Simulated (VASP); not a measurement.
Data:

```
As
1.0
   -1.65633     1.65633     1.65633
    1.65633    -1.65633     1.65633
    1.65633     1.65633    -1.65633
As
1
Direct
  0.00000   0.00000   0.00000
```

The numbers are results of PBEsol GGA, VASP's PBE PAW potentials (set 64) (plane waves; VASP 6.6.1), not measurements. Numerical set-up: 400 eV cut-off, 17×17×17 Γ-centred mesh, tetrahedra with Blöchl corrections, potentials As.

Q: Predict the energy per atom (σ→0), band gap (on the k-mesh) with the smallest direct gap where there is one.

A: 
```
Quantity                                                    Result
------------------------  ----------------------------------------
band gap (on the k-mesh)  none (metal, semimetal or under 0.01 eV)
energy per atom (σ→0)                               -4.737 eV/atom
```

Only differences to runs with the same potentials and settings are physical.

The structure was generated: As was put into the bcc type (Im-3m), which need not be its known phase. It was relaxed first, which changed the volume by -6 %.
